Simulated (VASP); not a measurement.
These are PBEsol GGA, VASP's PBE PAW potentials (set 64) (plane waves; VASP) values and carry that method's errors.

The input files of a VASP run:

**INCAR**
```
! general
SYSTEM =Cs
PREC   =Accurate
ENCUT  =480   ! plane-wave cut-off (eV)
LREAL  =.FALSE.   ! projection in real space or not
LASPH  =.TRUE.

! electronic loop
EDIFF  =1E-7   ! SCF stop (eV)
NELM   =100
ALGO   =Normal
LMAXMIX=4

! smearing
ISMEAR =1
SIGMA  =0.1   ! width (eV)

! functional
GGA    =PS   ! PBEsol

! ions
ISIF   =2   ! forces and stress, cell fixed

! output
LWAVE  =.FALSE.
LCHARG =.FALSE.
```

POSCAR:
```
Cs
1
   -3.0019723234     2.8818934305     3.0019723234
    3.0019723234    -2.8818934305     3.0019723234
    3.0019723234     2.8818934305    -3.0019723234
Cs
1
Direct
  0.0000000000   0.0000000000   0.0000000000
```

**KPOINTS**
```
Automatic mesh
0
Gamma
8 8 8
0 0 0
```

POTCAR, in this order: Cs_sv (PBE.64 set). Program: vasp_std.

The run wrote:

OSZICAR:
```
       N       E                     dE             d eps       ncg     rms          rms(c)
DAV:   1     0.515627113695E+02    0.51563E+02   -0.29415E+03   944   0.752E+02
DAV:   2     0.331842712690E+01   -0.48244E+02   -0.47790E+02  1272   0.121E+02
DAV:   3    -0.884186292718E+00   -0.42026E+01   -0.42013E+01   984   0.437E+01
DAV:   4    -0.934955450288E+00   -0.50769E-01   -0.50756E-01  1736   0.579E+00
DAV:   5    -0.934995525845E+00   -0.40076E-04   -0.40076E-04  1168   0.946E-02    0.135E-01
DAV:   6    -0.934414650856E+00    0.58087E-03   -0.14164E-03  1592   0.218E-01    0.908E-02
DAV:   7    -0.934439521594E+00   -0.24871E-04   -0.31690E-03  1304   0.346E-01    0.357E-02
DAV:   8    -0.934504064427E+00   -0.64543E-04   -0.10216E-04  1376   0.910E-02    0.544E-03
DAV:   9    -0.934505493234E+00   -0.14288E-05   -0.22584E-06  1576   0.101E-02    0.281E-03
DAV:  10    -0.934505085551E+00    0.40768E-06   -0.59710E-07  1432   0.497E-03    0.404E-04
DAV:  11    -0.934505147387E+00   -0.61836E-07   -0.14636E-08   920   0.900E-04
   1 F= -.93450515E+00 E0= -.93359329E+00  d E =-.273557E-02
```

OUTCAR:
```
------------------------ aborting loop because EDIFF is reached ----------------------------------------
  FORCE on cell =-STRESS in cart. coord.  units (eV):
  Direction    XX          YY          ZZ          XY          YZ          ZX
  --------------------------------------------------------------------------------------
  Total        0.0533312      0.0761653      0.0533312     -0.0000000      0.0000000      0.0000000
  in kB        0.8225087      1.1746708      0.8225087     -0.0000000      0.0000000      0.0000000
  external PRESSURE =       0.9398961 kB  Pullay stress =       0.0000000 kB
  volume of cell :      103.88
      direct lattice vectors                 reciprocal lattice vectors
    -3.001972323  2.881893430  3.001972323     0.000000000  0.173497047  0.166557165
     3.001972323 -2.881893430  3.001972323     0.166557165  0.000000000  0.166557165
     3.001972323  2.881893430 -3.001972323     0.166557165  0.173497047  0.000000000
 POSITION                                       TOTAL-FORCE (eV/Angst)
 -----------------------------------------------------------------------------------
      0.00000      0.00000      0.00000        -0.000000      0.000000     -0.000000
 -----------------------------------------------------------------------------------
    total drift:                               -0.000000     -0.000000     -0.000000
  FREE ENERGIE OF THE ION-ELECTRON SYSTEM (eV)
  ---------------------------------------------------
  free  energy   TOTEN  =        -0.9345051474 eV

  energy  without entropy=       -0.9317695758  energy(sigma->0) =       -0.93359329
```
(Selected blocks of OUTCAR.)

OUTCAR:
```
 val. band max:        0.6332953851   @ k =   0.5000   0.0000   0.0000

 cond. band min:       0.6492082977   @ k =   0.3750   0.1250   0.0000


 Fermi energy:         0.6393121974

 k-point     1 :       0.0000    0.0000    0.0000
  band No.  band energies     occupation
      1     -23.1561      2.00000
      2      -9.8575      2.00000
      3      -9.8575      2.00000
      4      -9.8560      2.00000
      5      -1.1568      2.00000
      6       3.0675      0.00000
      7       3.2587      0.00000
      8       3.2587      0.00000

 k-point     2 :       0.1250    0.0000    0.0000
  band No.  band energies     occupation
      1     -23.1545      2.00000
      2      -9.8866      2.00000
      3      -9.8672      2.00000
      4      -9.8573      2.00000
      5      -0.9634      2.00000
      6       2.9449      0.00000
      7       3.0432      0.00000
      8       3.3703      0.00000

 k-point     3 :       0.2500    0.0000    0.0000
  band No.  band energies     occupation
      1     -23.1506      2.00000
      2      -9.9568      2.00000
      3      -9.8904      2.00000
      4      -9.8586      2.00000
      5      -0.4359      2.00000
      6       2.4185     -0.00000
      7       2.5849     -0.00000
      8       3.9248      0.00000

 k-point     4 :       0.3750   -0.0000    0.0000
  band No.  band energies     occupation
      1     -23.1467      2.00000
      2     -10.0243      2.00000
      3      -9.9134      2.00000
      4      -9.8599      2.00000
      5       0.2449      2.00000
      6       1.8875     -0.00000
      7       2.3030     -0.00000
      8       4.1363      0.00000

 k-point     5 :       0.5000    0.0000    0.0000
  band No.  band energies     occupation
      1     -23.1451      2.00000
      2     -10.0516      2.00000
      3      -9.9228      2.00000
      4      -9.8604      2.00000
      5       0.6333      1.10163
      6       1.6593     -0.00000
      7       2.2018     -0.00000
...
```

Unless said otherwise, spin-orbit coupling is left out, though it shifts the bands of the heavy elements here.

The compound is Cs in the bcc structure. This cell was strained or had an atom moved on purpose.
